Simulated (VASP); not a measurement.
Level of theory: PBEsol GGA, VASP's PBE PAW potentials (set 64) (plane waves; VASP 6.6.1).

Input for VASP

### INCAR
```
SYSTEM = CdSe
PREC = Accurate
ENCUT = 400
EDIFF = 1E-6
NELM = 100
ALGO = Normal
LREAL = .FALSE.
LASPH = .TRUE.
ISMEAR = 0
SIGMA = 0.05
GGA = PS
LMAXMIX = 4
LWAVE = .FALSE.
LCHARG = .FALSE.
IBRION = 2
ISIF = 3
NSW = 60
EDIFFG = -0.02
```

POSCAR:
```
CdSe
1
    4.3027747772     0.0000000000     0.0000000000
   -2.1513873886     3.7263118276     0.0000000000
    0.0000000000    -0.0000000000     7.0146335829
Cd Se
2 2
Direct
  0.3333330000   0.6666670000   0.9999734167
  0.6666670000   0.3333330000   0.4999734167
  0.3333330000   0.6666670000   0.3750265833
  0.6666670000   0.3333330000   0.8750265833
```

**KPOINTS**
```
Regular mesh
0
Gamma
 6 6 3
```

POTCAR, in this order: Cd Se (PBE.64 set). Program: vasp_std.

The run wrote:

**OSZICAR**
```
       N       E                     dE             d eps       ncg     rms          rms(c)
DAV:   1     0.207954956320E+03    0.20795E+03   -0.15010E+04   616   0.120E+03
DAV:   2    -0.173124161692E+01   -0.20969E+03   -0.20604E+03   700   0.319E+02
DAV:   3    -0.130049896245E+02   -0.11274E+02   -0.11241E+02   724   0.741E+01
DAV:   4    -0.131039552522E+02   -0.98966E-01   -0.98909E-01   694   0.653E+00
DAV:   5    -0.131047549653E+02   -0.79971E-03   -0.79967E-03   754   0.553E-01    0.889E+00
DAV:   6    -0.123827196069E+02    0.72204E+00   -0.17204E+00   768   0.142E+01    0.696E+00
DAV:   7    -0.123457233241E+02    0.36996E-01   -0.56915E-01   700   0.433E+00    0.282E+00
DAV:   8    -0.123411085009E+02    0.46148E-02   -0.71437E-02   676   0.307E+00    0.389E-01
DAV:   9    -0.123404479883E+02    0.66051E-03   -0.10180E-02   718   0.134E+00    0.130E-01
DAV:  10    -0.123404554740E+02   -0.74857E-05   -0.92377E-04   706   0.371E-01    0.670E-02
DAV:  11    -0.123405202248E+02   -0.64751E-04   -0.17405E-04   682   0.976E-02    0.191E-02
DAV:  12    -0.123405086260E+02    0.11599E-04   -0.76967E-05   802   0.959E-02    0.859E-03
DAV:  13    -0.123405103686E+02   -0.17426E-05   -0.91326E-06   676   0.242E-02    0.518E-03
DAV:  14    -0.123405102669E+02    0.10168E-06   -0.74855E-07   476   0.503E-03
   1 F= -.12340510E+02 E0= -.12340510E+02  d E =-.123405E+02
       N       E                     dE             d eps       ncg     rms          rms(c)
DAV:   1    -0.123413056519E+02   -0.79528E-03   -0.82232E-02   616   0.197E+00    0.165E-01
DAV:   2    -0.123409122480E+02    0.39340E-03   -0.17987E-03   718   0.362E-01    0.754E-02
DAV:   3    -0.123407058994E+02    0.20635E-03   -0.26005E-04   694   0.134E-01    0.291E-02
DAV:   4    -0.123406844348E+02    0.21465E-04   -0.71331E-05   730   0.650E-02    0.132E-02
DAV:   5    -0.123406840878E+02    0.34698E-06   -0.62344E-06   634   0.181E-02
   2 F= -.12340684E+02 E0= -.12340684E+02  d E =-.173821E-03
```

**OUTCAR**
```
------------------------ aborting loop because EDIFF is reached ----------------------------------------
  FORCE on cell =-STRESS in cart. coord.  units (eV):
  Direction    XX          YY          ZZ          XY          YZ          ZX
  --------------------------------------------------------------------------------------
  Total        0.0061636      0.0061636     -0.0062189      0.0000000      0.0000000      0.0000000
  in kB        0.0878019      0.0878019     -0.0885907      0.0000000      0.0000000      0.0000000
  external PRESSURE =       0.0290044 kB  Pullay stress =       0.0000000 kB
  volume of cell :      112.47
      direct lattice vectors                 reciprocal lattice vectors
     4.299865282  0.000000000  0.000000000     0.232565426  0.134271727 -0.000000000
    -2.149932641  3.723792132 -0.000000000     0.000000000  0.268543454 -0.000000000
     0.000000000  0.000000000  7.024228028     0.000000000  0.000000000  0.142364399
  FREE ENERGIE OF THE ION-ELECTRON SYSTEM (eV)
  ---------------------------------------------------
  free  energy   TOTEN  =       -12.3406840878 eV

  energy  without entropy=      -12.3406840878  energy(sigma->0) =      -12.34068409

 reached required accuracy - stopping structural energy minimisation
```
(Selected blocks of OUTCAR.)

**CONTCAR**
```
CdSe
   1.00000000000000
     4.2998652820062695    0.0000000000000000    0.0000000000000000
    -2.1499326410031347    3.7237921317349407   -0.0000000000000000
     0.0000000000000000    0.0000000000000000    7.0242280284078751
  Cd              Se
     2     2
Direct
     0.3333330000000032    0.6666669999999968    0.9997774214901352
     0.6666669999999968    0.3333330000000032    0.4997774214901351
     0.3333330000000032    0.6666669999999968    0.3752225785098649
     0.6666669999999968    0.3333330000000032    0.8752225785098648
```

The structure was generated: CdSe was put into the wurtzite type (P6_3mc), which need not be its known phase. This run relaxes it. Symmetry was kept, so distortions that lower it aren't found. The start is the result of an earlier pass.
